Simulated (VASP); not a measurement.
Input for VASP

File POSCAR:
```
RuAl
1
    3.0498000000     0.0000000000     0.0000000000
    0.0000000000     3.0498000000     0.0000000000
    0.0000000000     0.0000000000     3.0498000000
Al Ru
1 1
Direct
  0.5000000000   0.5000000000   0.5000000000
  0.0000000000   0.0000000000   0.0000000000
```

**INCAR**
```
SYSTEM = RuAl
PREC = Accurate
ENCUT = 180
EDIFF = 1E-6
NELM = 100
ALGO = Normal
LREAL = .FALSE.
LASPH = .TRUE.
ISMEAR = 1
SIGMA = 0.1
GGA = PE
LMAXMIX = 4
LWAVE = .FALSE.
LCHARG = .FALSE.
ISIF = 3
IBRION = 2
NSW = 40
EDIFFG = -0.01
```

**KPOINTS**
```
Automatic mesh
0
Gamma
9 9 9
0 0 0
```

POTCAR, in this order: Al Ru_pv (PBE.64 set). Program: vasp_std.

Question: Does this input run properly? What does VASP do?

Answer: There is a fault: ENCUT is too low for a cell relaxation, so Pulay stress biases the volume. The run ends without an error. Against the sound run, the energy per atom (σ→0) drops by 0.474 eV/atom; the pressure falls by 0.06 GPa; the volume drops by 14 %.

standard output:
```
...
DAV:   6    -0.152033066268E+02   -0.91330E-04   -0.80510E-05   948   0.858E-02    0.465E-02
DAV:   7    -0.152033142387E+02   -0.76119E-05   -0.54919E-06  1092   0.190E-02    0.933E-03
DAV:   8    -0.152033136860E+02    0.55270E-06   -0.22462E-07   444   0.392E-03
   5 F= -.15203314E+02 E0= -.15203001E+02  d E =-.190539E+01
 curvature:  -0.07 expect dE=-0.157E-02 dE for cont linesearch -0.157E-02
 ZBRENT: interpolating
 opt :   0.1296  next Energy=   -15.205006 (dE=-0.191E+01)
 bond charge predicted
       N       E                     dE             d eps       ncg     rms          rms(c)
DAV:   1    -0.152174417342E+02   -0.14127E-01   -0.18436E-01   864   0.591E+00    0.113E+00
DAV:   2    -0.152061979470E+02    0.11244E-01   -0.64559E-02   880   0.296E+00    0.416E-01
DAV:   3    -0.152051586985E+02    0.10392E-02   -0.33022E-03   876   0.648E-01    0.942E-02
DAV:   4    -0.152051806557E+02   -0.21957E-04   -0.27990E-04   872   0.105E-01    0.258E-02
DAV:   5    -0.152051871095E+02   -0.64538E-05   -0.56153E-06  1060   0.220E-02    0.164E-02
DAV:   6    -0.152051891425E+02   -0.20330E-05   -0.19896E-06   800   0.145E-02    0.121E-03
DAV:   7    -0.152051891102E+02    0.32268E-07   -0.92707E-08   420   0.310E-03
   6 F= -.15205189E+02 E0= -.15204879E+02  d E =-.190726E+01
 curvature:  -0.07 expect dE=-0.279E-05 dE for cont linesearch -0.279E-05
 ZBRENT: interpolating
 opt :   0.1322  next Energy=   -15.205192 (dE=-0.191E+01)
 bond charge predicted
       N       E                     dE             d eps       ncg     rms          rms(c)
DAV:   1    -0.152098674278E+02   -0.46783E-02   -0.80201E-02   864   0.391E+00    0.745E-01
DAV:   2    -0.152049804387E+02    0.48870E-02   -0.28044E-02   880   0.196E+00    0.273E-01
DAV:   3    -0.152045361041E+02    0.44433E-03   -0.14158E-03   876   0.426E-01    0.611E-02
DAV:   4    -0.152045483805E+02   -0.12276E-04   -0.12124E-04   872   0.692E-02    0.167E-02
DAV:   5    -0.152045515677E+02   -0.31872E-05   -0.25456E-06   980   0.152E-02    0.109E-02
DAV:   6    -0.152045527106E+02   -0.11429E-05   -0.83407E-07   448   0.970E-03    0.762E-04
DAV:   7    -0.152045526944E+02    0.16226E-07   -0.61718E-08   420   0.253E-03
   7 F= -.15204553E+02 E0= -.15204246E+02  d E =-.190663E+01
 curvature:  -0.07 expect dE=-0.607E-03 dE for cont linesearch -0.607E-03
 ZBRENT: accuracy reached
 trial: gam= 0.00000 g(F)=  0.276E-67 g(S)=  0.837E-02 ort =-0.502E+00 (trialstep = 0.826E+00)
 search vector abs. value=  0.837E-02
 bond charge predicted
       N       E                     dE             d eps       ncg     rms          rms(c)
DAV:   1    -0.153233483366E+02   -0.11880E+00   -0.19846E+00   864   0.194E+01    0.345E+00
DAV:   2    -0.152031007181E+02    0.12025E+00   -0.70184E-01   884   0.957E+00    0.121E+00
DAV:   3    -0.151927696377E+02    0.10331E-01   -0.32711E-02   880   0.203E+00    0.249E-01
DAV:   4    -0.151929548194E+02   -0.18518E-03   -0.23933E-03   880   0.312E-01    0.860E-02
DAV:   5    -0.151930222425E+02   -0.67423E-04   -0.75799E-05  1068   0.641E-02    0.483E-02
DAV:   6    -0.151930291359E+02   -0.68935E-05   -0.12571E-05   920   0.367E-02    0.440E-03
DAV:   7    -0.151930290133E+02    0.12264E-06   -0.45546E-07   560   0.723E-03
   8 F= -.15193029E+02 E0= -.15192713E+02  d E =0.115237E-01
 trial-energy change:    0.011524  1 .order    0.011598   -0.006916    0.030112
 step:   0.1559(harm=  0.1544)  dis= 0.00000  next Energy=   -15.205205 (dE=-0.653E-03)
 bond charge predicted
       N       E                     dE             d eps       ncg     rms          rms(c)
DAV:   1    -0.152905637972E+02   -0.97535E-01   -0.12963E+00   864   0.156E+01    0.302E+00
DAV:   2    -0.152106404306E+02    0.79923E-01   -0.42620E-01   880   0.764E+00    0.105E+00
DAV:   3    -0.152050455410E+02    0.55949E-02   -0.19051E-02   876   0.154E+00    0.268E-01
DAV:   4    -0.152051462672E+02   -0.10073E-03   -0.17406E-03   880   0.291E-01    0.885E-02
DAV:   5    -0.152051837600E+02   -0.37493E-04   -0.33979E-05  1036   0.384E-02    0.379E-02
DAV:   6    -0.152051932388E+02   -0.94789E-05   -0.50147E-06   900   0.196E-02    0.332E-03
DAV:   7    -0.152051929595E+02    0.27933E-06   -0.12723E-07   552   0.284E-03
   9 F= -.15205193E+02 E0= -.15204883E+02  d E =-.640265E-03
 curvature:  -0.08 expect dE=-0.276E-07 dE for cont linesearch -0.276E-07
 trial: gam= 0.00000 g(F)=  0.464E-68 g(S)=  0.358E-06 ort =-0.547E-04 (trialstep = 0.692E+00)
 search vector abs. value=  0.358E-06
 reached required accuracy - stopping structural energy minimisation
```

**OUTCAR**
```
------------------------ aborting loop because EDIFF is reached ----------------------------------------
  FORCE on cell =-STRESS in cart. coord.  units (eV):
  Direction    XX          YY          ZZ          XY          YZ          ZX
  --------------------------------------------------------------------------------------
  Total       -0.0022240     -0.0022240     -0.0022240      0.0000000      0.0000000     -0.0000000
  in kB       -0.1530775     -0.1530775     -0.1530775      0.0000000      0.0000000     -0.0000000
  external PRESSURE =      -0.1530775 kB  Pullay stress =       0.0000000 kB
  volume of cell :       23.28
      direct lattice vectors                 reciprocal lattice vectors
     2.855249543 -0.000000000  0.000000000     0.350232085 -0.000000000 -0.000000000
     0.000000000  2.855249543 -0.000000000     0.000000000  0.350232085  0.000000000
     0.000000000 -0.000000000  2.855249543    -0.000000000  0.000000000  0.350232085
 POSITION                                       TOTAL-FORCE (eV/Angst)
 -----------------------------------------------------------------------------------
      1.42762      1.42762      1.42762        -0.000000     -0.000000      0.000000
      0.00000      0.00000      0.00000         0.000000      0.000000      0.000000
 -----------------------------------------------------------------------------------
    total drift:                               -0.000000     -0.000000     -0.000000
  FREE ENERGIE OF THE ION-ELECTRON SYSTEM (eV)
  ---------------------------------------------------
  free  energy   TOTEN  =       -15.2051929595 eV

  energy  without entropy=      -15.2042639140  energy(sigma->0) =      -15.20488328

 reached required accuracy - stopping structural energy minimisation
```
(Selected blocks of OUTCAR.)

To mend it, set ENCUT = 400.

The mended run (PBE GGA, plane waves, VASP's PBE PAW potentials (set 64)) converges, and its OSZICAR ends with
```
   4 F= -.14256703E+02 E0= -.14256335E+02  d E =-.387631E-01
```

The compound is RuAl in the CsCl type structure. The electron count is odd and the run is not spin-polarised, which forces a metal.
